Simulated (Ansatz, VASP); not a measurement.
# Cs29K15F44: VASP beside Ansatz

One calculation is typed for both programs; each brings its own data sets. How far apart do they land? Of the first pair: The structure shown is the start of the Ansatz relaxation below; VASP solves that cell, so the two are compared at the walk's first step.

Method: plane waves, with VASP 6.6.1 beside it; single point at PBE, in Ansatz 0.2.0.

### 1. The structure

The cell holds 88 atoms: 15 K, 29 Cs and 44 F. Cell: a = 14.875 Å, b = 14.875 Å, c = 14.875 Å, α = 90.0°, β = 90.0°, γ = 90.0°.

### 2. Ansatz: relaxation, PBE

Ansatz runs on its default PAW (the set named soft_2) files.

The two programs are compared at the cell with which this relaxation starts, whose forces are those of its first step.

Contents of input.yaml:

```yaml
crystal:
  lattice:
    - [14.8753, 0.0, 0.0]
    - [0.0, 14.8753, 0.0]
    - [0.0, 0.0, 14.8753]
  atoms:
    - { symbol: K, position: [0.24941, 0.3783, 0.75496] }
    - { symbol: K, position: [0.84377, 0.24391, 0.54654] }
    - { symbol: K, position: [0.95411, 0.70637, 0.0942] }
    - { symbol: K, position: [0.58196, 0.74149, 0.03478] }
    - { symbol: K, position: [0.4909, 0.806, 0.61153] }
    - { symbol: K, position: [0.70184, 0.02181, 0.81387] }
    - { symbol: K, position: [0.27333, 0.49203, 0.50626] }
    - { symbol: K, position: [0.6366, 0.34286, 0.00055] }
    - { symbol: K, position: [0.87498, 0.36724, 0.07326] }
    - { symbol: K, position: [0.844, 0.92792, 0.02184] }
    - { symbol: K, position: [0.51292, 0.65093, 0.34838] }
    - { symbol: K, position: [0.04873, 0.29329, 0.57476] }
    - { symbol: K, position: [0.80733, 0.27215, 0.83158] }
    - { symbol: K, position: [0.43827, 0.28572, 0.33153] }
    - { symbol: K, position: [0.24894, 0.80027, 0.45835] }
    - { symbol: Cs, position: [0.31619, 0.68348, 0.14989] }
    - { symbol: Cs, position: [0.46283, 0.09226, 0.54738] }
    - { symbol: Cs, position: [0.91495, 0.87055, 0.56554] }
    - { symbol: Cs, position: [0.27453, 0.30709, 0.18229] }
    - { symbol: Cs, position: [0.55771, 0.48214, 0.80759] }
    - { symbol: Cs, position: [0.78347, 0.47182, 0.358] }
    - { symbol: Cs, position: [0.09089, 0.48147, 0.99004] }
    - { symbol: Cs, position: [0.18118, 0.47823, 0.29151] }
    - { symbol: Cs, position: [0.51798, 0.49612, 0.15865] }
    - { symbol: Cs, position: [0.48557, 0.90582, 0.31239] }
    - { symbol: Cs, position: [0.60045, 0.30036, 0.62935] }
    - { symbol: Cs, position: [0.18328, 0.64009, 0.72371] }
    - { symbol: Cs, position: [0.0684, 0.19512, 0.01254] }
    - { symbol: Cs, position: [0.19637, 0.99202, 0.71355] }
    - { symbol: Cs, position: [0.99152, 0.10954, 0.78048] }
    - { symbol: Cs, position: [0.85621, 0.10365, 0.25697] }
    - { symbol: Cs, position: [0.4529, 0.17492, 0.78355] }
    - { symbol: Cs, position: [0.893, 0.42916, 0.71767] }
    - { symbol: Cs, position: [0.2308, 0.0827, 0.49764] }
    - { symbol: Cs, position: [0.72649, 0.78446, 0.23466] }
    - { symbol: Cs, position: [0.17901, 0.90367, 0.98361] }
    - { symbol: Cs, position: [0.63441, 0.08637, 0.08046] }
    - { symbol: Cs, position: [0.28922, 0.05304, 0.2833] }
    - { symbol: Cs, position: [0.06472, 0.2631, 0.30548] }
    - { symbol: Cs, position: [0.85156, 0.75458, 0.79758] }
    - { symbol: Cs, position: [0.68834, 0.68732, 0.51263] }
    - { symbol: Cs, position: [0.37246, 0.57224, 0.8815] }
    - { symbol: Cs, position: [0.08015, 0.89664, 0.27941] }
    - { symbol: Cs, position: [0.99774, 0.63473, 0.42272] }
    - { symbol: F, position: [0.32496, 0.15218, 0.65186] }
    - { symbol: F, position: [0.01559, 0.88999, 0.09638] }
    - { symbol: F, position: [0.49451, 0.10057, 0.25627] }
    - { symbol: F, position: [0.28058, 0.49157, 0.16121] }
    - { symbol: F, position: [0.17381, 0.64128, 0.46517] }
    - { symbol: F, position: [0.53059, 0.78538, 0.45335] }
    - { symbol: F, position: [0.18164, 0.34546, 0.46026] }
    - { symbol: F, position: [0.49533, 0.27373, 0.50006] }
    - { symbol: F, position: [0.75938, 0.83476, 0.64956] }
    - { symbol: F, position: [0.20117, 0.5044, 0.8566] }
    - { symbol: F, position: [0.48759, 0.31719, 0.10157] }
    - { symbol: F, position: [0.96976, 0.45781, 0.34574] }
    - { symbol: F, position: [0.9129, 0.24642, 0.70065] }
    - { symbol: F, position: [0.41048, 0.51983, 0.33123] }
    - { symbol: F, position: [0.33673, 0.94858, 0.46518] }
    - { symbol: F, position: [0.27437, 0.22098, 0.33823] }
    - { symbol: F, position: [0.7396, 0.95398, 0.22737] }
    - { symbol: F, position: [0.67524, 0.62362, 0.31628] }
    - { symbol: F, position: [0.105, 0.66671, 0.00541] }
    - { symbol: F, position: [0.51153, 0.76918, 0.18434] }
    - { symbol: F, position: [0.90273, 0.21, 0.38587] }
    - { symbol: F, position: [0.631, 0.94006, 0.96198] }
    - { symbol: F, position: [0.11071, 0.36397, 0.13853] }
    - { symbol: F, position: [0.86296, 0.97438, 0.83414] }
    - { symbol: F, position: [0.06961, 0.10088, 0.21028] }
    - { symbol: F, position: [0.74454, 0.39181, 0.51709] }
    - { symbol: F, position: [0.71336, 0.41512, 0.78445] }
    - { symbol: F, position: [0.63709, 0.21198, 0.83178] }
    - { symbol: F, position: [0.76472, 0.75817, 0.00426] }
    - { symbol: F, position: [0.52663, 0.98897, 0.70133] }
    - { symbol: F, position: [0.74693, 0.45418, 0.14585] }
    - { symbol: F, position: [0.06237, 0.10793, 0.59628] }
    - { symbol: F, position: [0.85972, 0.64424, 0.58576] }
    - { symbol: F, position: [0.27539, 0.83895, 0.69022] }
    - { symbol: F, position: [0.77775, 0.22709, 0.0082] }
    - { symbol: F, position: [0.08071, 0.45507, 0.6862] }
    - { symbol: F, position: [0.30257, 0.85369, 0.24692] }
    - { symbol: F, position: [0.54491, 0.56291, 0.97324] }
    - { symbol: F, position: [0.07761, 0.881, 0.47929] }
    - { symbol: F, position: [0.95522, 0.32674, 0.91101] }
    - { symbol: F, position: [0.36098, 0.5938, 0.71463] }
    - { symbol: F, position: [0.43296, 0.35231, 0.79645] }
    - { symbol: F, position: [0.95996, 0.7159, 0.26391] }
    - { symbol: F, position: [0.12959, 0.0717, 0.88938] }
kpoints:
  mp_grid: { grid: [1, 1, 1] }
hamiltonian:
  xc: pbe
scf:
  occupations: { method: fermi_dirac, width: 0.025 }
output:
  forces: true
relax:
  f_tol: 0.05
  max_steps: 122
  cell: {}
```

Launch:

```console
ansatz run input.yaml --threads 4 --pin off --max-ram 8192MiB --backend cpu --events-out ev --progress --plain --runs-dir out
```

Numbers of over 12 decimals in the logs are rounded to 6 here.

Log:

```text
Engine: ansatz 0.2.0, x86_64-unknown-linux-gnu
Pseudopotentials: kind: paw
Pseudopotential: K, paw, valence charge 9, recommended cutoff 420 eV (normal), K.paw.azcp
Pseudopotential: Cs, paw, valence charge 9, recommended cutoff 420 eV (normal), Cs.paw.azcp
Pseudopotential: F, paw, valence charge 7, recommended cutoff 420 eV (normal), F.paw.azcp
Functional definition: PBE
  parameter kappa = 0.804
  parameter beta = 0.066725
  exchange = pbe_x(kappa = kappa, mu = beta*pi^2/3)
  correlation = pbe_c(beta = beta)
Crystal: 88 atoms, lattice volume = 3291.525 Å³
Basis set: ecut = 420 eV, 64229 PW (Γ), exchange–correlation on 200×200×200 points (8 copies of the dense FFT grid, shifted against one another)
Bands: 440, of which v1, the nominal top of the filled ones, is band 352 counted from 1 (351 counted from 0)
Symmetry: 1 space group operations
Space group: P1 (ITA 1), of the structure as read, at distance tolerance 1.5e-4 Å
k-points: 1
Non-local potential: K, projectors of the file, l = 0: 3, l = 1: 2, l = 2: 2
Non-local potential: Cs, projectors of the file, l = 0: 3, l = 1: 2, l = 2: 2, l = 3: 2
Non-local potential: F, projectors of the file, l = 0: 2, l = 1: 2, l = 2: 1
PAW form: soft (Blöchl's): semilocal exchange-correlation on the pseudo side does not see the compensation charge
PAW one-centre angular grid: K, 110 points (default); XC on 64 Gauss nodes
PAW one-centre angular grid: Cs, 194 points (default); XC on 64 Gauss nodes
PAW one-centre angular grid: F, 110 points (default); XC on 64 Gauss nodes
Initial density: superposition of atomic densities (neutral atoms: chi_scale 0, normalization atom), corrected by the library's trained network
Initial wavefunctions: pseudopotential atomic-orbital guess
Functional: x = pbe(κ = 0.804, μ = 0.219515), c = pbe(β = 0.066725)
SCF iter   1: F=—  HF=-223175.582714 eV  |F-HF|=—  |Δ(HF+E_count)|=         —  Δρ=1.46e-3  dr2=1.39e-1  ethr=1.77e-3  ⟨swp⟩=7.0  Hψ=1832  notcnv=0  defer=69
preconditioner: auto → Resta (q_TF=auto, 2.110 Å⁻¹)  ε∞=3.0  [insulator: Δε(μ)=3.027 eV  Ē_g=10.531 eV  σ=0.025 eV  W_gap=1.00  n_scr=484 (ndim 8)  ℏωp=14.9 eV  f_vac=0.323  D(μ)=0.00/eV (n_scr^D=0)  ε∞_Penn≈3.0]
SCF iter   2: F=—  HF=-223175.587429 eV  |F-HF|=—  |Δ(HF+E_count)|=   4.71e-3  Δρ=8.51e-4  dr2=4.31e-2  ethr=1.97e-5  ⟨swp⟩=2.0  Hψ=818  notcnv=0  defer=83
SCF iter   3: F=—  HF=-223175.584565 eV  |F-HF|=—  |Δ(HF+E_count)|=   2.86e-3  Δρ=6.13e-4  dr2=1.85e-2  ethr=6.13e-6  ⟨swp⟩=2.0  Hψ=684  notcnv=0  defer=83
SCF iter   4: F=—  HF=-223175.581081 eV  |F-HF|=—  |Δ(HF+E_count)|=   3.48e-3  Δρ=1.69e-4  dr2=1.98e-3  ethr=2.63e-6  ⟨swp⟩=2.0  Hψ=668  notcnv=0  defer=83
SCF iter   5: F=—  HF=-223175.580727 eV  |F-HF|=—  |Δ(HF+E_count)|=   3.54e-4  Δρ=9.14e-5  dr2=3.24e-4  ethr=2.82e-7  ⟨swp⟩=2.0  Hψ=699  notcnv=0  defer=83
SCF iter   6: F=—  HF=-223175.580665 eV  |F-HF|=—  |Δ(HF+E_count)|=   6.16e-5  Δρ=7.33e-5  dr2=1.28e-4  ethr=4.60e-8  ⟨swp⟩=2.0  Hψ=695  notcnv=0  defer=83
SCF iter   7: F=—  HF=-223175.580665 eV  |F-HF|=—  |Δ(HF+E_count)|=   4.61e-7  Δρ=1.45e-5  dr2=1.04e-5  ethr=1.81e-8  ⟨swp⟩=2.0  Hψ=692  notcnv=0  defer=83
SCF iter   8: F=—  HF=-223175.576381 eV  |F-HF|=—  |Δ(HF+E_count)|=   4.28e-3  Δρ=7.61e-6  dr2=1.66e-6  ethr=1.48e-9  ⟨swp⟩=2.0  Hψ=792  notcnv=0  defer=83
SCF iter   9: F=—  HF=-223175.576381 eV  |F-HF|=—  |Δ(HF+E_count)|=   1.59e-7  Δρ=5.28e-6  dr2=6.84e-7  ethr=2.36e-10  ⟨swp⟩=2.0  Hψ=693  notcnv=0  defer=83
SCF iter  10: F=-223175.576381 eV  HF=-223175.576381 eV  |F-HF|=3.19e-8  |Δ(HF+E_count)|=   1.53e-7  Δρ=9.22e-7  dr2=4.46e-8  ethr=1.42e-11  ⟨swp⟩=2.0  Hψ=1479  notcnv=0
SCF 1 converged in 10 iterations: F = -223175.576381 eV  dr2 = 4.46e-8
  greatest PAW one-centre occupation: 0.987 electrons in one spin orbital (limit 2), on the K atom at site 12 (counted from 0), in its partial waves of l = 0
relax step   1: F+E_penalty+E_count = -223175.57638052 eV  Δ(F+E_penalty+E_count) = +0.000e0 eV  max|allowed force component| = 1.290e0 eV/Å  Δτ_max = 0.0000 Å  P = -0.355 GPa  Ω = 3291.525 Å³  (10 SCF iters, dr2 threshold 1.00e-7 eV, accepted)
Crystal: 88 atoms, lattice volume = 3248.961 Å³
Basis set: ecut = 420 eV, 63479 PW (Γ), exchange–correlation on 200×200×200 points (8 copies of the dense FFT grid, shifted against one another)
Initial density: handed on by an earlier stage of this run
Initial wavefunctions: those handed on with the density
iter 1 solved again at ethr=3.00e-4 eV; its pass at ethr=3.10e-3 eV (dr2=2.11e0 eV) is discarded
SCF iter   1: F=—  HF=-223179.827461 eV  |F-HF|=—  |Δ(HF+E_count)|=         —  Δρ=8.48e-3  dr2=2.11e0  ethr=3.00e-4  ⟨swp⟩=6.0  Hψ=2419  notcnv=0
preconditioner: auto → Resta (q_TF=auto, 2.114 Å⁻¹)  ε∞=2.5  [insulator: Δε(μ)=3.281 eV  Ē_g=13.652 eV  σ=0.025 eV  W_gap=1.00  n_scr=484 (ndim 8)  ℏωp=16.9 eV  f_vac=0.314  D(μ)=0.00/eV (n_scr^D=0)  ε∞_Penn≈2.5]
[...]
atom  72  F      0.00199052     0.00839255     0.00120127
  atom  73  F     -0.00257062     0.01698764     0.00878377
  atom  74  F     -0.00456618    -0.00700130     0.00227788
  atom  75  F      0.00253566    -0.02404681    -0.00494608
  atom  76  F     -0.00255149    -0.00224296    -0.00181509
  atom  77  F      0.01734108    -0.00657642    -0.02009733
  atom  78  F     -0.00006221     0.00227025     0.00172213
  atom  79  F      0.00509511     0.01197389     0.00016237
  atom  80  F     -0.01066247     0.00096648    -0.00074318
  atom  81  F      0.00888075     0.00168404    -0.00293868
  atom  82  F     -0.00186611     0.00699093    -0.00201509
  atom  83  F      0.00094015     0.00020763    -0.00501833
  atom  84  F      0.02573493    -0.00460953     0.02750405
  atom  85  F      0.00206647    -0.00321734     0.00462829
  atom  86  F      0.00657033     0.00010999    -0.00058358
  atom  87  F      0.00707526     0.00641313     0.00507540
  atom  88  F      0.02972033    -0.01281902    -0.00931763
  max |Σ_I F_I| component: 1.07e-5 eV/Å
--- Stress (GPa, compression-positive) ---
       -0.032513      -0.018402       0.001114
       -0.018402       0.010880       0.017168
        0.001114       0.017168       0.012992
  P = ⅓ Tr σ = -0.0029 GPa (-0.029 kbar)
--- Relaxed structure (46 steps of the walk, 46 accepted, 2 SCFs on fresh bases) ---
  F+E_penalty+E_count = -223190.53821650 eV   max|allowed force component| = 2.994e-2 eV/Å   (the final SCF, on the basis selected at the relaxed cell)
  cell:  # Å, volume = 2684.7154 Å³
    - [13.657191, 0.148182, 0.229664]
    - [0.148182, 13.734322, 0.800176]
    - [0.229664, 0.800176, 14.364839]
  atoms:
    - { symbol: K, position: [0.285545, 0.337895, 0.769298] }
    - { symbol: K, position: [0.784220, 0.226376, 0.582609] }
    - { symbol: K, position: [0.965833, 0.741816, 0.029736] }
    - { symbol: K, position: [0.595519, 0.822884, 0.038341] }
    - { symbol: K, position: [0.490704, 0.788283, 0.636563] }
    - { symbol: K, position: [0.660785, -0.049269, 0.766378] }
    - { symbol: K, position: [0.324639, 0.498457, 0.461688] }
    - { symbol: K, position: [0.742184, 0.363885, 0.027671] }
    - { symbol: K, position: [0.924400, 0.486297, 0.150799] }
    - { symbol: K, position: [0.802660, 0.969688, 0.00251687] }
    - { symbol: K, position: [0.574462, 0.632766, 0.368065] }
    - { symbol: K, position: [0.066989, 0.319491, 0.616784] }
    - { symbol: K, position: [0.754386, 0.177304, 0.830694] }
    - { symbol: K, position: [0.477859, 0.302421, 0.278133] }
    - { symbol: K, position: [0.219582, 0.813099, 0.473817] }
    - { symbol: Cs, position: [0.329932, 0.697202, 0.231080] }
    - { symbol: Cs, position: [0.543466, 0.075243, 0.527767] }
    - { symbol: Cs, position: [0.900100, 0.826882, 0.632884] }
    - { symbol: Cs, position: [0.308764, 0.349418, 0.057937] }
    - { symbol: Cs, position: [0.510631, 0.444759, 0.884107] }
    - { symbol: Cs, position: [0.755761, 0.402202, 0.369979] }
    - { symbol: Cs, position: [0.087369, 0.516376, 0.923534] }
    - { symbol: Cs, position: [0.169692, 0.454465, 0.258447] }
    - { symbol: Cs, position: [0.547320, 0.542037, 0.135297] }
    - { symbol: Cs, position: [0.529701, 0.912786, 0.310564] }
    - { symbol: Cs, position: [0.535787, 0.333930, 0.631552] }
    - { symbol: Cs, position: [0.217849, 0.592174, 0.681713] }
    - { symbol: Cs, position: [0.020743, 0.195030, 0.049663] }
    - { symbol: Cs, position: [0.271453, 0.990284, 0.641480] }
    - { symbol: Cs, position: [1.020067, 0.074490, 0.761679] }
    - { symbol: Cs, position: [0.811587, 0.096764, 0.240259] }
    - { symbol: Cs, position: [0.439992, 0.091395, 0.829204] }
    - { symbol: Cs, position: [0.875171, 0.432133, 0.766993] }
    - { symbol: Cs, position: [0.293461, 0.227283, 0.479496] }
    - { symbol: Cs, position: [0.780772, 0.748685, 0.219258] }
    - { symbol: Cs, position: [0.165137, 0.922583, 1.003975] }
    - { symbol: Cs, position: [0.575300, 0.139870, 0.068108] }
    - { symbol: Cs, position: [0.276790, 0.073849, 0.262075] }
    - { symbol: Cs, position: [0.020861, 0.216923, 0.388393] }
    - { symbol: Cs, position: [0.744783, 0.659422, 0.868864] }
    - { symbol: Cs, position: [0.713002, 0.619504, 0.580755] }
    - { symbol: Cs, position: [0.331927, 0.676437, 0.936092] }
    - { symbol: Cs, position: [0.044807, 0.880873, 0.266625] }
    - { symbol: Cs, position: [0.996057, 0.603084, 0.408742] }
    - { symbol: F, position: [0.359040, 0.193275, 0.667788] }
    - { symbol: F, position: [-0.030991, 0.914080, 0.080894] }
    - { symbol: F, position: [0.486124, 0.113192, 0.248760] }
    - { symbol: F, position: [0.320750, 0.551313, 0.105068] }
    - { symbol: F, position: [0.221667, 0.650491, 0.401645] }
    - { symbol: F, position: [0.552599, 0.764617, 0.472921] }
    - { symbol: F, position: [0.164882, 0.396838, 0.472799] }
    - { symbol: F, position: [0.506531, 0.266922, 0.454836] }
    - { symbol: F, position: [0.682948, 0.786869, 0.694217] }
    - { symbol: F, position: [0.298040, 0.500305, 0.862815] }
    - { symbol: F, position: [0.538696, 0.346405, 0.085204] }
    - { symbol: F, position: [0.962921, 0.415693, 0.323231] }
    - { symbol: F, position: [0.906791, 0.240699, 0.708488] }
    - { symbol: F, position: [0.454338, 0.508398, 0.326617] }
    - { symbol: F, position: [0.316557, 0.985951, 0.447848] }
    - { symbol: F, position: [0.289084, 0.282189, 0.268158] }
    - { symbol: F, position: [0.694041, 0.948842, 0.173067] }
    - { symbol: F, position: [0.764202, 0.618530, 0.388811] }
    - { symbol: F, position: [0.126556, 0.734794, -0.064765] }
    - { symbol: F, position: [0.547297, 0.740931, 0.209460] }
    - { symbol: F, position: [0.813212, 0.184077, 0.414328] }
    - { symbol: F, position: [0.605390, 0.992076, 0.935251] }
    - { symbol: F, position: [0.087612, 0.384435, 0.090927] }
    - { symbol: F, position: [0.834992, 0.998100, 0.816407] }
[...]
- { symbol: F, position: [0.243349, 0.889053, 0.188030] }
    - { symbol: F, position: [0.544832, 0.667217, 0.952862] }
    - { symbol: F, position: [0.026111, 0.809222, 0.472403] }
    - { symbol: F, position: [0.875453, 0.500462, 0.963419] }
    - { symbol: F, position: [0.372634, 0.467042, 0.633662] }
    - { symbol: F, position: [0.406991, 0.269848, 0.899051] }
    - { symbol: F, position: [0.976769, 0.660710, 0.200178] }
    - { symbol: F, position: [0.135941, 0.108671, 0.912381] }
```

The column dr2 measures how far the density is from self-consistency, as an energy; F and HF (Harris–Foulkes) agree once it is small.

[end of part 1 of 3]

[Lines on the potential files, build, host, timing and source positions are cut from VASP's logs without a mark.]

[Logs are printed without paths, hosts, clocks, repeated set-up lines and the standing remarks that a program may print on its own settings, such as how far it seeks lower states.]

[Hosts, paths, dates, database ids (printed as entryN), source tags and the programs' standing remarks are cut or masked in the printed files.]
